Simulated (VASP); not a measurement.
These are PBEsol GGA, VASP's PBE PAW potentials (set 64) (plane waves; VASP) values and carry that method's errors.

A VASP calculation is set up with these files.

File KPOINTS:
```
Automatic mesh
0
Gamma
8 8 8
0 0 0
```

**POSCAR**
```
PbTe
1
    0.0000000000     3.2206376899     3.2206376899
    3.2206376899     0.0000000000     3.2206376899
    3.2206376899     3.2206376899     0.0000000000
Te Pb
1 1
Direct
  0.5000000000   0.5000000000   0.5000000000
  0.0000000000   0.0000000000   0.0000000000
```

### INCAR
```
ALGO = Normal
EDIFF = 1E-7
ENCUT = 400
GGA = PS
ISIF = 2
ISMEAR = -5
LASPH = .True.
LCHARG = .True.
LMAXMIX = 4
LORBIT = 11
LREAL = .False.
LWAVE = .False.
NEDOS = 601
NELM = 100
PREC = Accurate
SYSTEM = PbTe
```

POTCAR, in this order: Te Pb_d (PBE.64 set). Program: vasp_std.

The resulting files:

### OSZICAR
```
       N       E                     dE             d eps       ncg     rms          rms(c)
DAV:   1     0.136848577126E+03    0.13685E+03   -0.79839E+03   820   0.112E+03
DAV:   2     0.134151634818E+01   -0.13551E+03   -0.13324E+03   854   0.313E+02
DAV:   3    -0.813796823903E+01   -0.94795E+01   -0.94480E+01  1058   0.902E+01
DAV:   4    -0.836923942853E+01   -0.23127E+00   -0.23118E+00  1022   0.170E+01
DAV:   5    -0.837604838295E+01   -0.68090E-02   -0.68089E-02  1084   0.239E+00    0.343E+00
DAV:   6    -0.826452231768E+01    0.11153E+00   -0.25838E-01  1152   0.449E+00    0.213E+00
DAV:   7    -0.825874873092E+01    0.57736E-02   -0.75802E-02  1010   0.171E+00    0.882E-01
DAV:   8    -0.825900655765E+01   -0.25783E-03   -0.84146E-03   986   0.109E+00    0.127E-01
DAV:   9    -0.825896121548E+01    0.45342E-04   -0.93844E-04  1174   0.350E-01    0.385E-02
DAV:  10    -0.825896658050E+01   -0.53650E-05   -0.79479E-05   936   0.845E-02    0.231E-02
DAV:  11    -0.825896909995E+01   -0.25194E-05   -0.19028E-05  1004   0.347E-02    0.108E-02
DAV:  12    -0.825896908601E+01    0.13936E-07   -0.13459E-06   986   0.103E-02    0.650E-03
DAV:  13    -0.825896890802E+01    0.17799E-06   -0.87252E-08   648   0.233E-03    0.287E-03
DAV:  14    -0.825896895594E+01   -0.47920E-07   -0.17338E-07   516   0.454E-03
   1 F= -.82589690E+01 E0= -.82589690E+01  d E =0.000000E+00
```

### OUTCAR
```
------------------------ aborting loop because EDIFF is reached ----------------------------------------
  FORCE on cell =-STRESS in cart. coord.  units (eV):
  Direction    XX          YY          ZZ          XY          YZ          ZX
  --------------------------------------------------------------------------------------
  Total        0.0085822      0.0085822      0.0085822      0.0000000      0.0000000     -0.0000000
  in kB        0.2058035      0.2058035      0.2058035      0.0000000      0.0000000     -0.0000000
  external PRESSURE =       0.2058035 kB  Pullay stress =       0.0000000 kB
  volume of cell :       66.81
      direct lattice vectors                 reciprocal lattice vectors
     0.000000000  3.220637690  3.220637690    -0.155248758  0.155248758  0.155248758
     3.220637690  0.000000000  3.220637690     0.155248758 -0.155248758  0.155248758
     3.220637690  3.220637690  0.000000000     0.155248758  0.155248758 -0.155248758
  FREE ENERGIE OF THE ION-ELECTRON SYSTEM (eV)
  ---------------------------------------------------
  free  energy   TOTEN  =        -8.2589689559 eV

  energy  without entropy=       -8.2589689559  energy(sigma->0) =       -8.25896896

 total charge

# of ion       s       p       d       tot
------------------------------------------
    1        1.376   1.989   0.019   3.385
    2        1.448   0.588   9.831  11.868
--------------------------------------------------
tot          2.825   2.578   9.850  15.252
```
(Selected blocks of OUTCAR.)

The compound is PbTe in the rock salt structure. It was relaxed first.
